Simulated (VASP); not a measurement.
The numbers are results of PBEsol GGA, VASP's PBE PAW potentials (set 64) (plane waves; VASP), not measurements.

VASP ran on this input.

**INCAR**
```
# general
SYSTEM  = CdS
PREC    = Accurate
ENCUT   = 400
LREAL   = F   # projection in real space or not
LASPH   = T   # aspherical one-centre terms

# electronic loop
EDIFF   = 1E-7   # SCF stop (eV)
NELM    = 100
ALGO    = Normal   # blocked Davidson
LMAXMIX = 4

# smearing
ISMEAR  = -5

# functional
GGA     = PS

# ions
ISIF    = 2

# output
LWAVE   = F
LCHARG  = T
LORBIT  = 11   # lm-projected
NEDOS   = 601

# other
LEFG    = T
```

**KPOINTS**
```
Automatic mesh
0
Gamma
7 7 4
0 0 0
```

### POSCAR
```
CdS
1
    2.0629527340    -3.5731387789     0.0000000000
    2.0629527340     3.5731387789    -0.0000000000
   -0.0000000000    -0.0000000000     6.7034207650
Cd S
2 2
Direct
  0.6666670000   0.3333330000   0.5000177328
  0.3333330000   0.6666670000   0.0000177328
  0.6666670000   0.3333330000   0.8769822672
  0.3333330000   0.6666670000   0.3769822672
```

POTCAR, in this order: Cd S (PBE.64 set). Program: vasp_std.

What VASP printed:

File OSZICAR:
```
       N       E                     dE             d eps       ncg     rms          rms(c)
DAV:   1     0.215849667851E+03    0.21585E+03   -0.15533E+04  1056   0.123E+03
DAV:   2    -0.259985293334E+01   -0.21845E+03   -0.21487E+03  1182   0.329E+02
DAV:   3    -0.144956360890E+02   -0.11896E+02   -0.11857E+02  1260   0.782E+01
DAV:   4    -0.146242896995E+02   -0.12865E+00   -0.12861E+00  1240   0.809E+00
DAV:   5    -0.146265372033E+02   -0.22475E-02   -0.22474E-02  1272   0.103E+00    0.116E+01
DAV:   6    -0.136589263366E+02    0.96761E+00   -0.24032E+00  1390   0.177E+01    0.899E+00
DAV:   7    -0.136397671176E+02    0.19159E-01   -0.80973E-01  1242   0.539E+00    0.377E+00
DAV:   8    -0.136311172966E+02    0.86498E-02   -0.13592E-01  1274   0.404E+00    0.563E-01
DAV:   9    -0.136291557297E+02    0.19616E-02   -0.23780E-02  1316   0.208E+00    0.168E-01
DAV:  10    -0.136290566735E+02    0.99056E-04   -0.16524E-03  1286   0.479E-01    0.897E-02
DAV:  11    -0.136290773538E+02   -0.20680E-04   -0.11560E-04  1224   0.766E-02    0.886E-02
DAV:  12    -0.136290923174E+02   -0.14964E-04   -0.27888E-05  1248   0.252E-02    0.552E-02
DAV:  13    -0.136291486847E+02   -0.56367E-04   -0.61929E-05  1104   0.454E-02    0.576E-02
DAV:  14    -0.136291453819E+02    0.33028E-05   -0.36197E-06  1362   0.196E-02    0.397E-02
DAV:  15    -0.136291416800E+02    0.37019E-05   -0.14031E-05  1140   0.183E-02    0.201E-02
DAV:  16    -0.136291419650E+02   -0.28506E-06   -0.66799E-07  1152   0.749E-03    0.125E-02
DAV:  17    -0.136291420274E+02   -0.62339E-07   -0.73922E-08   768   0.196E-03
   1 F= -.13629142E+02 E0= -.13629142E+02  d E =0.000000E+00
```

### OUTCAR
```
------------------------ aborting loop because EDIFF is reached ----------------------------------------
  FORCE on cell =-STRESS in cart. coord.  units (eV):
  Direction    XX          YY          ZZ          XY          YZ          ZX
  --------------------------------------------------------------------------------------
  Total       -0.0027599     -0.0027599      0.0289166      0.0000000     -0.0000000      0.0000000
  in kB       -0.0447451     -0.0447451      0.4688051      0.0000000     -0.0000000      0.0000000
  external PRESSURE =       0.1264383 kB  Pullay stress =       0.0000000 kB
  volume of cell :       98.82
      direct lattice vectors                 reciprocal lattice vectors
     2.062952734 -3.573138779  0.000000000     0.242371040 -0.139932992  0.000000000
     2.062952734  3.573138779  0.000000000     0.242371040  0.139932992  0.000000000
     0.000000000  0.000000000  6.703420765     0.000000000  0.000000000  0.149177567
  FREE ENERGIE OF THE ION-ELECTRON SYSTEM (eV)
  ---------------------------------------------------
  free  energy   TOTEN  =       -13.6291420274 eV

  energy  without entropy=      -13.6291420274  energy(sigma->0) =      -13.62914203

 total charge

# of ion       s       p       d       tot
------------------------------------------
    1        0.431   0.334   9.557  10.321
    2        0.431   0.334   9.557  10.321
    3        1.318   2.377   0.000   3.694
    4        1.318   2.377   0.000   3.694
--------------------------------------------------
tot          3.497   5.421  19.114  28.032
```
(Selected blocks of OUTCAR.)

OUTCAR:
```
 val. band max:        1.2448965829   @ k =   0.0000   0.0000   0.0000

 cond. band min:       2.3428500172   @ k =   0.0000   0.0000   0.0000


 Fermi energy:         1.2617808869

 k-point     1 :       0.0000    0.0000    0.0000
  band No.  band energies     occupation
      1     -11.1683      2.00000
      2     -10.7178      2.00000
      3      -6.4743      2.00000
      4      -6.4691      2.00000
      5      -6.4690      2.00000
      6      -6.3832      2.00000
      7      -6.3832      2.00000
      8      -6.0378      2.00000
      9      -6.0378      2.00000
     10      -5.9407      2.00000
     11      -5.9407      2.00000
     12      -5.5913      2.00000
     13      -3.2400      2.00000
     14       0.4633      2.00000
     15       0.4633      2.00000
     16       1.2020      2.00000
     17       1.2449      2.00000
     18       1.2449      2.00000
     19       2.3429      0.00000
     20       3.9157      0.00000
     21       7.6162      0.00000
     22       7.6163      0.00000

 k-point     2 :       0.1429    0.0000    0.0000
  band No.  band energies     occupation
      1     -11.0944      2.00000
      2     -10.6856      2.00000
      3      -6.4519      2.00000
      4      -6.4392      2.00000
      5      -6.4152      2.00000
      6      -6.3478      2.00000
      7      -6.3407      2.00000
      8      -6.0544      2.00000
      9      -6.0373      2.00000
     10      -5.9725      2.00000
     11      -5.9344      2.00000
     12      -5.5416      2.00000
     13      -3.0969      2.00000
     14      -0.3305      2.00000
     15       0.2114      2.00000
     16       0.2221      2.00000
     17       1.0494      2.00000
     18       1.0976      2.00000
     19       3.3185      0.00000
     20       4.6425      0.00000
     21       7.0087      0.00000
     22       7.9160      0.00000

 k-point     3 :       0.2857    0.0000    0.0000
  band No.  band energies     occupation
      1     -10.9184      2.00000
...
```

The compound is CdS in the wurtzite structure. It was relaxed first.
